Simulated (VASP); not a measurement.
Here is the system:

```
CELL_PARAMETERS angstrom
      0.00000     1.99919     1.99919
      1.99919     0.00000     1.99919
      1.99919     1.99919     0.00000
ATOMIC_POSITIONS crystal
  Ag 0.00000 0.00000 0.00000
```

Level of theory: LDA (Ceperley-Alder, Perdew-Zunger) with spin-orbit coupling, VASP's LDA PAW potentials (set 64) (plane waves; VASP 6.6.1). Run with 400 eV cut-off, 14×14×14 Γ-centred mesh, Gaussian smearing of 0.050 eV, potentials Ag.

### Question
Give the energies of bands 1 to 14 at the high-symmetry points, in eV from the Fermi level.

### Answer

```json
[
 {"band": "1", "Γ": "-8.29", "X": "-6.86", "U": "-6.39", "L": "-6.82", "W": "-6.04"},
 {"band": "2", "Γ": "-8.29", "X": "-6.86", "U": "-6.39", "L": "-6.82", "W": "-6.04"},
 {"band": "3", "Γ": "-5.17", "X": "-6.71", "U": "-5.92", "L": "-5.25", "W": "-5.45"},
 {"band": "4", "Γ": "-5.17", "X": "-6.71", "U": "-5.92", "L": "-5.25", "W": "-5.45"},
 {"band": "5", "Γ": "-5.17", "X": "-3.01", "U": "-4.23", "L": "-4.83", "W": "-5.24"},
 {"band": "6", "Γ": "-5.17", "X": "-3.01", "U": "-4.23", "L": "-4.83", "W": "-5.24"},
 {"band": "7", "Γ": "-4.78", "X": "-2.81", "U": "-3.58", "L": "-3.01", "W": "-3.79"},
 {"band": "8", "Γ": "-4.78", "X": "-2.81", "U": "-3.58", "L": "-3.01", "W": "-3.79"},
 {"band": "9", "Γ": "-3.76", "X": "-2.48", "U": "-2.96", "L": "-2.79", "W": "-2.66"},
 {"band": "10", "Γ": "-3.76", "X": "-2.48", "U": "-2.96", "L": "-2.79", "W": "-2.66"},
 {"band": "11", "Γ": "-3.76", "X": "1.49", "U": "4.45", "L": "-0.60", "W": "6.01"},
 {"band": "12", "Γ": "-3.76", "X": "1.49", "U": "4.45", "L": "-0.60", "W": "6.01"},
 {"band": "13", "Γ": "16.17", "X": "7.27", "U": "5.49", "L": "3.98", "W": "6.38"},
 {"band": "14", "Γ": "16.17", "X": "7.27", "U": "5.49", "L": "3.98", "W": "6.38"}
]
```

It has no gap at this level: it comes out as a metal or semimetal.

The compound is Ag in the fcc structure. It was relaxed first, which changed the volume by -7 %.
